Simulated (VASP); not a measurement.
Runs of VASP 6.6.1 on TiB2. Symmetry: P6/mmm, No. 191, hexagonal system. The conventional cell has a = 3.019 Å, b = 3.019 Å, c = 3.185 Å, α = 90.00°, β = 90.00°, γ = 120.00°. Ti (site symmetry 6/mmm) has 12 B at 2.36 Å as nearest neighbours. B (site symmetry -6m2) has 3 B at 1.74 Å as nearest neighbours. The cell is a database's computed one.

```tsv
level	potentials or basis	k mesh	cutoff (eV)	smearing	further INCAR settings	gap on the mesh (eV)	pressure (GPa)
PBEsol	VASP PAW PBE potentials, release 64 (Ti_sv, B)	24 × 24 × 20	520	gaussian 0.1 eV	ALGO = Fast; EDIFF = 1e-07	none	0.1
PBEsol	VASP PAW PBE potentials, release 64 (Ti_sv, B)	15 × 15 × 14	700	gaussian 0.1 eV	ALGO = Fast; EDIFF = 1e-07	none	0.1
PBEsol	VASP PAW PBE potentials, release 64 (Ti_sv, B_h)	15 × 15 × 14	900	gaussian 0.1 eV	ALGO = Fast; EDIFF = 1e-07	none	-0.1
r2SCAN	VASP PAW PBE potentials, release 64 (Ti_sv, B)	15 × 15 × 14	520	gaussian 0.1 eV	ALGO = Normal; EDIFF = 1e-07	none	4.7
PBEsol	VASP PAW PBE potentials, release 64 (Ti_sv, B)	15 × 15 × 14	520	gaussian 0.5 eV	ALGO = Fast; EDIFF = 1e-07	none	(a)
```

Alike in all rows: task single point; no spin polarisation; cell as given.

Question: Estimate the missing entries.

Answer: (a) 0.3.

Caveats: the PAW data sets were made with another functional, which shifts forces and pressure a little.

A gap of «none» marks a metal or a gap under the smearing width.
